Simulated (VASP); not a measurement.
**AlSn: relaxation of cell and atoms with LDA**

The system is AlSn.

```
Sn Al
1.0
     4.19811    0.00000    0.00000
    -2.09905    3.63567    0.00000
     0.00000    0.00000    3.30685
Sn Al
1 1
Direct
  0.33333 0.66667 0.50000
  0.00000 0.00000 0.00000
```

The cell comes from a database or a generator and needn't be the stable form of this composition.

```json
{"Program": "VASP 6.6.1", "Task": "relaxation of cell and atoms", "Functional": "LDA", "Potentials or basis": "VASP PAW LDA potentials, release 64 (Sn_d, Al)", "Cutoff": "600 eV", "k mesh": "6 × 6 × 8", "Occupations": "fermi-dirac, width 0.05 eV", "Spin": "no spin polarisation", "Ladder": "gaps", "Further INCAR settings": "ALGO = Normal; EDIFF = 1e-06; IBRION = 2; EDIFFG = -0.01; NSW = 40; ISIF = 3"}
```

- Relaxed volume: 23.75 Å³/atom
- Relaxed cell: a = 4.095 Å, b = 4.095 Å, c = 3.272 Å, α = 90.00°, β = 90.00°, γ = 120.00°
- Space group after relaxing (to 0.05 Å): P-6m2 (No. 187)
- Energy gained by relaxing: 14.6 meV/atom
- Ionic steps: 5
- Pressure after relaxing: 0.0 GPa
- Band gap on the k mesh: none (metal or under the smearing width)

Step by step:
```csv
step,energy change (eV),largest force (eV/Å),pressure (GPa),volume (Å³)
1,0.0000,0.0000,-2.92,50.47
2,-0.0272,0.0000,0.58,47.18
3,-0.0278,0.0000,0.08,47.59
4,-0.0293,0.0000,0.01,47.50
5,-0.0293,0.0000,0.01,47.51
```

Final structure:
```
CELL_PARAMETERS angstrom
4.09481 0.00000 0.00000
-2.04740 3.54621 0.00000
0.00000 0.00000 3.27173
ATOMIC_POSITIONS crystal
Sn 0.33333 0.66667 0.50000
Al 0.00000 0.00000 0.00000
```

Levels at points of the mesh, in eV from the Fermi level:
```csv
k point,band 5,band 6,band 7,band 8,band 9,band 10,band 11,band 12
"(0.00, 0.00, 0.00)",-21.11,-10.76,-0.05,-0.05,1.21,2.53,3.38,3.38
"(0.50, 0.00, 0.00)",-21.10,-8.79,-6.45,-1.78,0.77,4.47,6.65,7.31
"(0.00, 0.00, 0.50)",-21.05,-7.66,-6.42,2.94,2.94,3.88,3.88,4.29
"(0.50, 0.00, 0.50)",-21.03,-5.80,-4.32,-3.28,-2.28,1.28,2.61,3.86
```

Wall time 52 s on 1 thread of Intel(R) Xeon(R) Platinum 8259CL CPU @ 2.50GHz (Skylake/Cascade Lake), with other jobs on the host, peak memory 0.18 GiB.
